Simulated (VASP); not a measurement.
Here is the system:

```
CoGa
1.0
    2.88000     0.00000     0.00000
    0.00000     2.88000     0.00000
    0.00000     0.00000     2.88000
Ga Co
1 1
Direct
  0.50000   0.50000   0.50000
  0.00000   0.00000   0.00000
```

Level of theory: RPBE GGA, VASP's PBE PAW potentials (set 64) (plane waves; VASP). Settings: 520 eV cut-off, 11×11×11 Γ-centred mesh, first-order Methfessel-Paxton smearing of 0.10 eV, potentials Ga_d Co.

Energy and stress use the plane-wave basis of the starting cell.

Q: The ions, cell shape and volume are relaxed. Predict the relaxed structure.

A: 
```
CoGa
1.0
    2.90842     0.00000     0.00000
    0.00000     2.90842     0.00000
    0.00000     0.00000     2.90842
Ga Co
1 1
Direct
  0.50000   0.50000   0.50000
  0.00000   0.00000   0.00000
```
Space group Pm-3m (221), at a tolerance of 0.03 Å.

Q: How do energy and volume change from the first to the last step?

A: The energy (σ→0) changes by -5.5 meV/atom and the volume by +3.0 %, in 3 ionic steps.

The compound is CoGa in the CsCl type structure. This run relaxes it. Symmetry was kept, so distortions that lower it aren't found. The run is not spin-polarised, so no magnetic state was tried.
